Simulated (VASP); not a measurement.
GW runs with VASP on BP (zinc blende), on PBE orbitals with a Kohn-Sham gap of 1.32 eV on the mesh.

```
BP
1.0
    0.00000     2.27000     2.27000
    2.27000     0.00000     2.27000
    2.27000     2.27000     0.00000
B P
1 1
Direct
  0.00000   0.00000   0.00000
  0.25000   0.25000   0.25000
```

Settings: PREC = Normal, 500 eV cut-off, 4×4×4 Γ-centred mesh, Gaussian smearing of 0.010 eV, potentials B_GW P_GW.

The mesh is coarse and the basis finite, so the quasiparticle values are not converged.

```csv
run,level,NBANDS,ENCUTGW (eV),QP gap (eV),smallest direct QP gap (eV)
run 1,"G0W0@PBE, 1 step(s)",64,150,1.92,4.25
run 2,"G0W0@PBE, 1 step(s)",160,200,1.99,4.29
run 3,"evGW0@PBE, 4 step(s)",160,200,___,___
```

Task: Complete the blanks.

Result: 
- run 3, QP gap (eV): 2.09
- run 3, smallest direct QP gap (eV): 4.42

Left out are failed runs and those that VASP or the mesh makes unfit.

The compound is BP in the zinc blende structure. The cell was not relaxed at this level.
